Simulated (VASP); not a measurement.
A calculation with VASP 6.6.1 of LiBi2I2O2 (native input, structure from a POSCAR):

File INCAR:

```
SYSTEM = LiBi2I2O2
  PREC = Accurate
  ENCUT = 550
  EDIFF = 1E-6
  ISMEAR = 0
  SIGMA = 0.05
  LREAL = .FALSE.
  LASPH = .TRUE.
  NELM = 60
  ALGO = Normal
  ISIF = 2
  LWAVE = .FALSE.
  LCHARG = .FALSE.
  GGA = RP
```

KPOINTS

```
regular mesh
0
G
  6 6 3
  0 0 0
```

Contents of POSCAR:

```
LiBi2I2O2
1.0
    4.2328230000      0.0000000000      0.0000000000
    0.0000000000      4.2328230000      0.0000000000
    0.0000000000      0.0000000000      9.9999390000
Bi I O Li
2 2 2 1
Cartesian
    0.0000000000      2.1164115000      1.0817634012
    2.1164115000      0.0000000000      8.9181755988
    2.1164115000      0.0000000000      3.2249703276
    0.0000000000      2.1164115000      6.7749686724
    0.0000000000      0.0000000000      0.0000000000
    2.1164115000      2.1164115000      0.0000000000
    0.0000000000      0.0000000000      4.9999695000
```

Potentials or basis: VASP PAW PBE potentials, release 64 (Bi_d_GW, I_GW, O_GW, Li_GW).

The run is started by

```console
$ cat potpaw_PBE.64/Bi_d_GW/POTCAR potpaw_PBE.64/I_GW/POTCAR potpaw_PBE.64/O_GW/POTCAR potpaw_PBE.64/Li_GW/POTCAR > POTCAR
$ mpirun -np 1 vasp_std > vasp.out
```

The cell comes from a database or a generator and needn't be the stable form of this composition.

Write the same calculation in another form: ASE script, Cartesian positions.

As run:

run.py

```python
from ase.calculators.vasp import Vasp
from ase.dft.bandgap import bandgap
from ase.io import read

atoms = read('LiBi2I2O2.xyz')
calc = Vasp(
    directory='calc',
    xc='rpbe',
    pp='PBE',
    setups={'base': 'minimal', 'Bi': '_d_GW', 'I': '_GW', 'O': '_GW', 'Li': '_GW'},
    prec='Accurate',
    encut=550,
    ediff=1e-06,
    ismear=0,
    sigma=0.05,
    lreal=False,
    lasph=True,
    nelm=60,
    algo='Fast',
    isif=2,
    lwave=False,
    lcharg=False,
    kpts=[6, 6, 3],
    gamma=True,
)
atoms.calc = calc

print('energy (eV):', atoms.get_potential_energy())
print('free energy (eV):', atoms.get_potential_energy(force_consistent=True))
print('forces (eV/A):')
print(atoms.get_forces())
print('stress (eV/A^3, Voigt):', atoms.get_stress())
print('Fermi level (eV):', calc.get_fermi_level())
gap, top, bottom = bandgap(calc)
print('band gap (eV):', gap, 'from (spin, k, band)', top, 'to', bottom)
```

LiBi2I2O2.xyz

```xyz
7
Lattice="4.2328230000 0.0000000000 0.0000000000 0.0000000000 4.2328230000 0.0000000000 0.0000000000 0.0000000000 9.9999390000" Properties=species:S:1:pos:R:3 pbc="T T T"
Bi     0.0000000000      2.1164115000      1.0817634012
Bi     2.1164115000      0.0000000000      8.9181755988
I      2.1164115000      0.0000000000      3.2249703276
I      0.0000000000      2.1164115000      6.7749686724
O      0.0000000000      0.0000000000      0.0000000000
O      2.1164115000      2.1164115000      0.0000000000
Li     0.0000000000      0.0000000000      4.9999695000
```

Potentials or basis: VASP PAW PBE potentials, release 64 (Bi_d_GW, I_GW, O_GW, Li_GW).

The run is started by

```bash
$ python run.py
```

Both were run:

|  | native input, structure from a POSCAR | ASE script, Cartesian positions |
| --- | --- | --- |
| Pressure | 1.9 GPa | 1.9 GPa |
| Largest force | 0.178 eV/Å | 0.178 eV/Å |
| Band gap on the k mesh | none (metal or under the smearing width) | none (metal or under the smearing width) |

Keys that steer only the numerical path or the files written may differ.

Caveat: the PAW data sets were made with another functional, which shifts forces and pressure a little; spin-orbit coupling is left out, which moves the levels of the heavy elements; an odd number of electrons without spin polarisation forces a metal; a magnetic or distorted state may lie lower.
